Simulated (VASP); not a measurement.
# CdAg: single point with PBE

The system is CdAg, a sheet with vacuum.

```xyz
2
Lattice="3.9055 0.0000 0.0000 0.0000 3.9055 0.0000 0.0000 0.0000 23.8000" Properties=species:S:1:pos:R:3 pbc="T T T"
Cd    0.0000    0.0000    7.0001
Ag    1.9528    1.9528    7.0001
```

The cell was built by a generator and needn't be a form met in nature.

```yaml
Program: VASP 6.6.1
Task: single point
Functional: PBE
Potentials_or_basis: VASP PAW PBE potentials, release 64 (Cd, Ag)
Cutoff: 520 eV
k_mesh: 7 × 7 × 1
Occupations: fermi-dirac, width 0.05 eV
Spin: no spin polarisation
```

```json
{
  "Band gap on the k mesh": "none (metal or under the smearing width)"
}
```

Levels at points of the mesh, in eV from the Fermi level:
```csv
k point,band 7,band 8,band 9,band 10,band 11,band 12,band 13,band 14,band 15,band 16
"(0.00, 0.00, 0.00)",-4.52,-4.32,-4.32,-4.04,-4.02,-0.15,3.14,3.61,3.74,4.06
```

Wall time 2.4 min on 1 thread of Intel(R) Xeon(R) Platinum 8488C (Sapphire Rapids) (shared host), peak memory 0.43 GiB.
